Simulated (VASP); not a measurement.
Method: vdW-DF-cx, VASP's PBE PAW potentials (set 64) (plane waves; VASP).

VASP input:

INCAR:
```
ICHARG=11   # fixed density
NELM=100
ENCUT=520   # plane-wave cut-off (eV)
SIGMA=0.05   # width (eV)
AGGAC=0.0
LREAL=.FALSE.   # projection in real space or not
ALGO=Normal   # blocked Davidson
PREC=Accurate
LWAVE=.FALSE.
EDIFF=1E-7
LUSE_VDW=.TRUE.
LCHARG=.FALSE.
LORBIT=11   # lm-projected
ISMEAR=0   # Gaussian
LASPH=.TRUE.   # aspherical one-centre terms
GGA=CX
SYSTEM=BP
```

**KPOINTS**
```
k-points along high-symmetry lines
15
Line-mode
Reciprocal
  0.000000   0.000000   0.000000 ! GAMMA
 -0.500000  -0.500000   0.000000 ! X

 -0.500000  -0.500000   0.000000 ! X
 -0.375000  -0.375000   0.250000 ! U

 -0.375000   0.000000   0.375000 ! K
  0.000000   0.000000   0.000000 ! GAMMA

  0.000000   0.000000   0.000000 ! GAMMA
 -0.000000  -0.000000   0.500000 ! L

 -0.000000  -0.000000   0.500000 ! L
 -0.500000  -0.250000   0.250000 ! W

 -0.500000  -0.250000   0.250000 ! W
 -0.500000  -0.500000   0.000000 ! X
```

**POSCAR**
```
BP
2.2689310
  0.0000000000   0.9999998242   0.9999998242
  0.9999998242   0.0000000000   0.9999998242
  0.9999998242   0.9999998242   0.0000000000
B P
1 1
Direct
  0.0000000000   0.0000000000   0.0000000000
  0.2500000000   0.2500000000   0.2500000000
```

POTCAR, in this order: B P (PBE.64 set). Program: vasp_std. Read from the step before: CHGCAR.

The resulting files:

File OSZICAR:
```
       N       E                     dE             d eps       ncg     rms          rms(c)
DAV:   1     0.136895283584E+02    0.13690E+02   -0.41354E+03  1448   0.891E+02
DAV:   2    -0.892493550217E+01   -0.22614E+02   -0.21135E+02  2304   0.107E+02
DAV:   3    -0.919164034700E+01   -0.26670E+00   -0.26670E+00  1736   0.150E+01
DAV:   4    -0.919239627074E+01   -0.75592E-03   -0.75592E-03  2360   0.736E-01
DAV:   5    -0.919239704177E+01   -0.77103E-06   -0.77103E-06  1800   0.149E-02
DAV:   6    -0.919239704698E+01   -0.52116E-08   -0.52118E-08  2376   0.791E-04
   1 F= -.91923970E+01 E0= -.91923970E+01  d E =-.134881E-15
```

File OUTCAR:
```
 val. band max:        7.4337976726   @ k =   0.0000   0.0000   0.0000

 cond. band min:       8.6415934753   @ k =  -0.4286  -0.4286   0.0000



 k-point     1 :       0.0000    0.0000    0.0000
  band No.  band energies     occupation
      1      -8.0296      2.00000
      2       7.4338      2.00000
      3       7.4338      2.00000
      4       7.4338      2.00000
      5      10.8376      0.00000
      6      10.8376      0.00000
      7      10.8376      0.00000
      8      14.8538      0.00000

 k-point     2 :      -0.0357   -0.0357    0.0000
  band No.  band energies     occupation
      1      -7.9989      2.00000
      2       7.2948      2.00000
      3       7.2948      2.00000
      4       7.3252      2.00000
      5      10.7727      0.00000
      6      11.0108      0.00000
      7      11.0108      0.00000
      8      14.9394      0.00000

 k-point     3 :      -0.0714   -0.0714    0.0000
  band No.  band energies     occupation
      1      -7.9066      2.00000
      2       6.9447      2.00000
      3       6.9447      2.00000
      4       7.0156      2.00000
      5      10.5963      0.00000
      6      11.4632      0.00000
      7      11.4632      0.00000
      8      15.1278      0.00000

 k-point     4 :      -0.1071   -0.1071    0.0000
  band No.  band energies     occupation
      1      -7.7533      2.00000
      2       6.4937      2.00000
      3       6.4937      2.00000
      4       6.5429      2.00000
      5      10.3469      0.00000
      6      12.0830      0.00000
      7      12.0830      0.00000
      8      15.1861      0.00000

 k-point     5 :      -0.1429   -0.1429    0.0000
  band No.  band energies     occupation
      1      -7.5394      2.00000
      2       5.9495      2.00000
      3       6.0139      2.00000
      4       6.0139      2.00000
      5      10.0611      0.00000
      6      12.7961      0.00000
      7      12.7961      0.00000
      8      14.7995      0.00000
...
```

The density is held fixed in this step, so its total energy and stress have no physical meaning.

The compound is BP in the zinc blende structure. It was relaxed first.
